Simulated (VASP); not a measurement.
All values below come from revTPSS meta-GGA, VASP's PBE PAW potentials (set 64) (plane waves; VASP).

A VASP calculation is set up with these files.

INCAR:
```
SYSTEM=ZrC
PREC=Accurate; ENCUT=520; LREAL=.False.
LASPH=.True.
EDIFF=1E-7; NELM=100; ALGO=Normal
LMAXMIX=4; LMIXTAU=.True.
ISMEAR=1; SIGMA=0.1
METAGGA=RTPSS
ISIF=2
LWAVE=.False.; LCHARG=.False.
```

**KPOINTS**
```
K-points
0
G
  13 13 13
0 0 0
```

### POSCAR
```
ZrC
3.3545160
  0.0000000000   0.7071068594   0.7071068594
  0.7071068594   0.0000000000   0.7071068594
  0.7071068594   0.7071068594   0.0000000000
Zr C
1 1
Direct
  0.0000000000   0.0000000000   0.0000000000
  0.5000000000   0.5000000000   0.5000000000
```

POTCAR, in this order: Zr_sv C (PBE.64 set). Program: vasp_std.

The resulting files:

**OUTCAR**
```
 ion  position               nearest neighbor table
   1  0.000  0.000  0.000-   2 2.37   2 2.37   2 2.37   2 2.37   2 2.37   2 2.37
   2  0.500  0.500  0.500-   1 2.37   1 2.37   1 2.37   1 2.37   1 2.37   1 2.37
  LATTYP: Found a face centered cubic cell.
 ALAT       =     4.7440025474
 Subroutine PRICEL returns:
 Original cell was already a primitive cell.
 Subroutine GETGRP returns: Found 48 space group operations
The static configuration has the point symmetry O_h .
The dynamic configuration has the point symmetry O_h .
 Subroutine INISYM returns: Found 48 space group operations
 Subroutine IBZKPT returns following result:
 Found     84 irreducible k-points:

 Following reciprocal coordinates:
            Coordinates               Weight
  0.000000  0.000000  0.000000      1.000000
  0.076923  0.000000  0.000000      8.000000
  0.153846  0.000000  0.000000      8.000000
  0.230769  0.000000  0.000000      8.000000
  0.307692  0.000000  0.000000      8.000000
  0.384615  0.000000  0.000000      8.000000
  0.461538  0.000000  0.000000      8.000000
  0.076923  0.076923  0.000000      6.000000
  0.153846  0.076923  0.000000     24.000000
  0.230769  0.076923  0.000000     24.000000
  0.307692  0.076923  0.000000     24.000000
  0.384615  0.076923  0.000000     24.000000
  0.461538  0.076923  0.000000     24.000000
 -0.461538  0.076923  0.000000     24.000000
 -0.384615  0.076923  0.000000     24.000000
 -0.307692  0.076923  0.000000     24.000000
 -0.230769  0.076923  0.000000     24.000000
 -0.153846  0.076923  0.000000     24.000000
 -0.076923  0.076923  0.000000     12.000000
  0.153846  0.153846  0.000000      6.000000
  0.230769  0.153846  0.000000     24.000000
  0.307692  0.153846  0.000000     24.000000
  0.384615  0.153846  0.000000     24.000000
  0.461538  0.153846  0.000000     24.000000
 -0.461538  0.153846  0.000000     24.000000
 -0.384615  0.153846  0.000000     24.000000
 -0.307692  0.153846  0.000000     24.000000
 -0.230769  0.153846  0.000000     24.000000
 -0.153846  0.153846  0.000000     12.000000
  0.230769  0.230769  0.000000      6.000000
  0.307692  0.230769  0.000000     24.000000
  0.384615  0.230769  0.000000     24.000000
  0.461538  0.230769  0.000000     24.000000
 -0.461538  0.230769  0.000000     24.000000
 -0.384615  0.230769  0.000000     24.000000
 -0.307692  0.230769  0.000000     24.000000
 -0.230769  0.230769  0.000000     12.000000
  0.307692  0.307692  0.000000      6.000000
  0.384615  0.307692  0.000000     24.000000
  0.461538  0.307692  0.000000     24.000000
   k-points           NKPTS =     84   k-points in BZ     NKDIM =     84   number of bands    NBANDS=     12
   number of dos      NEDOS =    301   number of ions     NIONS =      2
   total plane-waves  NPLWV =  21952
   dimension x,y,z NGX =    28 NGY =   28 NGZ =   28
   dimension x,y,z NGXF=    56 NGYF=   56 NGZF=   56
   ions per type =               1   1
   PREC   = accura    normal or accurate (medium, high low for compatibility)
   ISTART =      0    job   : 0-new  1-cont  2-samecut
   ICHARG =      2    charge: 1-file 2-atom 10-const
   ISPIN  =      1    spin polarized calculation?
   LNONCOLLINEAR =      F non collinear calculations
   LSORBIT =      F    spin-orbit coupling
   INIWAV =      1    electr: 0-lowe 1-rand  2-diag
   ENCUT  =  520.0 eV  38.22 Ry    6.18 a.u.   6.24  6.24  6.24*2*pi/ulx,y,z
   NELM   =    100;   NELMIN=  2; NELMDL= -5     # of ELM steps
   EDIFF  = 0.1E-06   stopping-criterion for ELM
   LREAL  =      F    real-space projection
   NLSPLINE    = F    spline interpolate recip. space projectors
   LMAXMIX     =    4 max onsite mixed and CHGCAR
...
```

**OSZICAR**
```
       N       E                     dE             d eps       ncg     rms          rms(c)
DAV:   1     0.401310660434E+03    0.40131E+03   -0.15080E+05  2016   0.269E+05
DAV:   2     0.103880945673E+03   -0.29743E+03   -0.27718E+03  3504   0.109E+03
DAV:   3     0.444448014938E+02   -0.59436E+02   -0.53883E+02  3872   0.278E+02
DAV:   4     0.411595061496E+02   -0.32853E+01   -0.94100E+01  3564   0.945E+01
DAV:   5     0.389228785120E+02   -0.22366E+01   -0.20770E+01  3208   0.243E+01    0.392E+01
DAV:   6    -0.926107062165E+01   -0.48184E+02   -0.23174E+02  2276   0.212E+02    0.721E+00
DAV:   7    -0.100279446000E+02   -0.76687E+00   -0.90197E+00  2572   0.405E+01    0.583E+00
DAV:   8    -0.956843695161E+01    0.45951E+00   -0.11683E+00  2572   0.125E+01    0.347E+00
DAV:   9    -0.998582909228E+01   -0.41739E+00   -0.40410E-01  2512   0.593E+00    0.261E+00
DAV:  10    -0.100464345328E+02   -0.60605E-01   -0.17713E-01  3132   0.309E+00    0.130E+00
DAV:  11    -0.100508982015E+02   -0.44637E-02   -0.10036E-02  2268   0.124E+00    0.551E-01
DAV:  12    -0.100439624604E+02    0.69357E-02   -0.65898E-02  2876   0.229E+00    0.868E-01
DAV:  13    -0.100511544753E+02   -0.71920E-02   -0.30391E-02  2904   0.199E+00    0.651E-02
DAV:  14    -0.100515794857E+02   -0.42501E-03   -0.58748E-04  2464   0.269E-01    0.493E-02
DAV:  15    -0.100515377236E+02    0.41762E-04   -0.70537E-05  2984   0.591E-02    0.344E-02
DAV:  16    -0.100515516035E+02   -0.13880E-04   -0.71883E-05  2308   0.816E-02    0.186E-02
DAV:  17    -0.100515575018E+02   -0.58982E-05   -0.15689E-05  3096   0.292E-02    0.688E-03
DAV:  18    -0.100515615705E+02   -0.40687E-05   -0.38988E-06  3136   0.176E-02    0.178E-03
DAV:  19    -0.100515615798E+02   -0.93264E-08   -0.39154E-07  2316   0.551E-03
   1 F= -.10051562E+02 E0= -.10051487E+02  d E =-.222795E-03
```

### OUTCAR
```
------------------------ aborting loop because EDIFF is reached ----------------------------------------
  FORCE on cell =-STRESS in cart. coord.  units (eV):
  Direction    XX          YY          ZZ          XY          YZ          ZX
  --------------------------------------------------------------------------------------
  Total       -1.0614757     -1.0614757     -1.0614757     -0.0000000      0.0000000     -0.0000000
  in kB      -63.7156169    -63.7156169    -63.7156169     -0.0000000      0.0000000     -0.0000000
  external PRESSURE =     -63.7156169 kB  Pullay stress =       0.0000000 kB
  volume of cell :       26.69
      direct lattice vectors                 reciprocal lattice vectors
     0.000000000  2.372001274  2.372001274    -0.210792467  0.210792467  0.210792467
     2.372001274  0.000000000  2.372001274     0.210792467 -0.210792467  0.210792467
     2.372001274  2.372001274  0.000000000     0.210792467  0.210792467 -0.210792467
 POSITION                                       TOTAL-FORCE (eV/Angst)
 -----------------------------------------------------------------------------------
      0.00000      0.00000      0.00000         0.000000      0.000000      0.000000
      2.37200      2.37200      2.37200        -0.000000     -0.000000     -0.000000
 -----------------------------------------------------------------------------------
    total drift:                                0.000000      0.000000      0.000000
  FREE ENERGIE OF THE ION-ELECTRON SYSTEM (eV)
  ---------------------------------------------------
  free  energy   TOTEN  =       -10.0515615798 eV

  energy  without entropy=      -10.0513387848  energy(sigma->0) =      -10.05148731
```
(Selected blocks of OUTCAR.)

The compound is ZrC in the rock salt structure. This cell is one point of a volume scan, at 1.03 of the reference volume.
